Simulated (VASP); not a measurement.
Computed with PBEsol GGA, VASP's PBE PAW potentials (set 64) (plane waves; VASP).

The input files of a VASP run:

KPOINTS:
```
Automatic mesh
0
Gamma
12 12 6
0 0 0
```

**POSCAR**
```
Mg
1
    1.6435200000    -2.8466600000     0.0000000000
    1.6435200000     2.8466600000     0.0000000000
    0.0000000000     0.0000000000     5.3350400000
Mg
2
Direct
  0.3333330000   0.6666670000   0.2500000000
  0.6666670000   0.3333330000   0.7500000000
```

### INCAR
```
# general
SYSTEM=Mg
PREC  =Accurate
ENCUT =300
LREAL =F   # projection in real space or not
LASPH =T

# electronic loop
EDIFF =1E-6   # SCF stop (eV)
NELM  =100
ALGO  =Normal

# smearing
ISMEAR=-1
SIGMA =0.1   # width (eV)

# functional
GGA   =PS

# ions
ISIF  =2   # forces and stress, cell fixed

# output
LWAVE =F
LCHARG=F
```

POTCAR, in this order: Mg (PBE.64 set). Program: vasp_std.

What will the output report for the number of irreducible k-points (NKPTS), largest plane-wave count, number of space-group operations, FFT grid (NGX, NGY, NGZ)?

```
Item                                           Value
--------------------------------------  ------------
number of irreducible k-points (NKPTS)            76
largest plane-wave count                         604
number of space-group operations                  24
FFT grid (NGX, NGY, NGZ)                20 × 20 × 30
```

The structure is a typed Mg crystal (P6_3/mmc). The cell was not relaxed at this level. The run is one of a series of settings (GGA = PS against the base run), some of them coarse on purpose.
